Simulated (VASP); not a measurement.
Input:

```
Au3Ge
1.0
    2.88701     0.00000     0.00000
   -1.44351     2.50023     0.00000
    0.00000     0.00000     9.55204
Ge Au
1 3
Cartesian
  1.44351   0.83341   0.00000
  1.44351   0.83341   4.77602
  0.00000   1.66682   2.38239
  0.00000   1.66682   7.16965
```

Method: PBEsol GGA with spin-orbit coupling, VASP's PBE PAW potentials (set 64) (plane waves; VASP). Numerical set-up: 400 eV cut-off, 11×11×3 Γ-centred mesh, Gaussian smearing of 0.050 eV, potentials Ge_d Au.

Give the energies of bands 39 to 52 at the high-symmetry points, in eV from the Fermi level.

| band | Γ | M | K | A | L | H |
|---|---|---|---|---|---|---|
| 39 | -2.96 | -1.94 | -2.73 | -2.97 | -1.94 | -2.80 |
| 40 | -2.96 | -1.94 | -2.54 | -2.97 | -1.94 | -2.45 |
| 41 | -2.73 | -1.79 | -2.12 | -2.90 | -1.68 | -2.32 |
| 42 | -2.73 | -1.79 | -1.95 | -2.90 | -1.68 | -2.14 |
| 43 | -2.57 | -1.35 | -1.39 | -2.61 | -1.48 | -1.32 |
| 44 | -2.57 | -1.35 | -1.31 | -2.61 | -1.48 | -1.22 |
| 45 | -2.52 | -0.68 | -1.29 | -2.55 | -0.70 | -1.12 |
| 46 | -2.52 | -0.68 | -1.28 | -2.55 | -0.70 | -1.11 |
| 47 | -1.96 | 0.43 | 2.30 | -1.97 | 1.02 | 1.84 |
| 48 | -1.96 | 0.43 | 2.31 | -1.97 | 1.02 | 1.89 |
| 49 | 0.17 | 1.58 | 2.56 | 2.45 | 1.25 | 2.04 |
| 50 | 0.17 | 1.58 | 2.59 | 2.45 | 1.25 | 2.04 |
| 51 | 8.11 | 2.06 | 2.72 | 4.22 | 2.11 | 3.73 |
| 52 | 8.11 | 2.06 | 2.75 | 4.22 | 2.11 | 3.85 |

It has no gap at this level: it comes out as a metal or semimetal.

The structure comes from a computed database's GeAu3 entry (P-6m2); how it stands against other phases isn't given here. It was relaxed first, which changed the volume by -6 %.
